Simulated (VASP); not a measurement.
Data:

```xyz
2
Lattice="0.0000 2.5336 2.5336 2.5336 0.0000 2.5336 2.5336 2.5336 0.0000" Properties=species:S:1:pos:R:3 pbc="T T T"
Sr     0.0000     0.0000     0.0000
O      2.5336     2.5336     2.5336
```

The numbers are results of optB88-vdW, VASP's PBE PAW potentials (set 64) (plane waves; VASP 6.6.1), not measurements. Numerical set-up: 520 eV cut-off, 9×9×9 Γ-centred mesh, Gaussian smearing of 0.050 eV, potentials Sr_sv O.

Q: Give the stress tensor in GPa (positive for a compressed cell).

A: 
```
6.56  0.00  0.00
0.00  6.56  0.00
0.00  0.00  6.56
```
The pressure is its mean diagonal, 6.56 GPa.

The compound is SrO in the rock salt structure. This cell is one point of a volume scan, at 0.94 of the reference volume.
